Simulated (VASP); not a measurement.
Output of a VASP run:

File OSZICAR:
```
       N       E                     dE             d eps       ncg     rms          rms(c)
DAV:   1     0.366251837747E+02    0.36625E+02   -0.58247E+03  2970   0.964E+02
DAV:   2    -0.122701427610E+02   -0.48895E+02   -0.48309E+02  3788   0.217E+02
DAV:   3    -0.128236384760E+02   -0.55350E+00   -0.54525E+00  3529   0.238E+01
DAV:   4    -0.128271771131E+02   -0.35386E-02   -0.35329E-02  3522   0.156E+00
DAV:   5    -0.128271966028E+02   -0.19490E-04   -0.19397E-04  3392   0.926E-02    0.134E+01
DAV:   6    -0.124183995266E+02    0.40880E+00   -0.45538E-01  3100   0.798E+00    0.640E+00
DAV:   7    -0.122892552817E+02    0.12914E+00   -0.38076E-01  3132   0.684E+00    0.331E-01
DAV:   8    -0.122870612645E+02    0.21940E-02   -0.36358E-03  3168   0.828E-01    0.110E-01
DAV:   9    -0.122870369288E+02    0.24336E-04   -0.11200E-04  3243   0.115E-01    0.272E-02
DAV:  10    -0.122870352484E+02    0.16804E-05   -0.38231E-06  3279   0.256E-02    0.685E-03
DAV:  11    -0.122870355555E+02   -0.30708E-06   -0.23507E-07  3141   0.682E-03    0.182E-04
DAV:  12    -0.122870355093E+02    0.46126E-07   -0.14162E-09  1561   0.488E-04
   1 F= -.12287036E+02 E0= -.12287036E+02  d E =0.000000E+00
```

**OUTCAR**
```
------------------------ aborting loop because EDIFF is reached ----------------------------------------
  FORCE on cell =-STRESS in cart. coord.  units (eV):
  Direction    XX          YY          ZZ          XY          YZ          ZX
  --------------------------------------------------------------------------------------
  Total        0.0122942      0.0122942      0.0122942      0.0000000     -0.0000000      0.0000000
  in kB        1.0820581      1.0820581      1.0820581      0.0000000     -0.0000000      0.0000000
  external PRESSURE =       1.0820581 kB  Pullay stress =       0.0000000 kB
  volume of cell :       18.20
      direct lattice vectors                 reciprocal lattice vectors
     0.000000000  2.087902360  2.087902360    -0.239474800  0.239474800  0.239474800
     2.087902360  0.000000000  2.087902360     0.239474800 -0.239474800  0.239474800
     2.087902360  2.087902360  0.000000000     0.239474800  0.239474800 -0.239474800
 POSITION                                       TOTAL-FORCE (eV/Angst)
 -----------------------------------------------------------------------------------
      0.00000      0.00000      0.00000         0.000000     -0.000000      0.000000
 -----------------------------------------------------------------------------------
    total drift:                                0.000000     -0.000000     -0.000000
  FREE ENERGIE OF THE ION-ELECTRON SYSTEM (eV)
  ---------------------------------------------------
  free  energy   TOTEN  =       -12.2870355093 eV

  energy  without entropy=      -12.2870355093  energy(sigma->0) =      -12.28703551

 total charge

# of ion       s       p       d       tot
------------------------------------------
    1        0.381   6.185   2.330   8.895
```
(Selected blocks of OUTCAR.)

File POSCAR:
```
Ta
1
    0.0000000000     2.0879023599     2.0879023599
    2.0879023599    -0.0000000000     2.0879023599
    2.0879023599     2.0879023599    -0.0000000000
Ta
1
Direct
  0.0000000000   0.0000000000   0.0000000000
```

Question: Write an INCAR and KPOINTS that could have produced this output.

Answer: One answer among several that fit: the input of the run itself, PBEsol GGA, plane waves, VASP's PBE PAW potentials (set 64).

**INCAR**
```
# general
SYSTEM  = Ta
PREC    = Accurate
ENCUT   = 400
LREAL   = .FALSE.   # projection in real space or not
LASPH   = .TRUE.   # aspherical one-centre terms

# electronic loop
EDIFF   = 1E-7   # SCF stop (eV)
NELM    = 100
ALGO    = Normal   # blocked Davidson
LMAXMIX = 6   # l cut-off of mixed one-centre charges

# smearing
ISMEAR  = -5   # tetrahedra, Bloechl

# functional
GGA     = PS   # PBEsol

# ions
ISIF    = 2

# output
LWAVE   = .FALSE.
LCHARG  = .TRUE.
LORBIT  = 11
NEDOS   = 601   # DOS grid
```

**KPOINTS**
```
kpoints
0
Gamma
  17 17 17
```

POTCAR, in this order: Ta_pv (PBE.64 set). Program: vasp_std.

For a metal the tetrahedron method with Blöchl corrections gives inexact stress and forces.

The structure comes from a measured Ta entry (Fm-3m) of the Crystallography Open Database, whose conditions weren't checked. It was relaxed first.
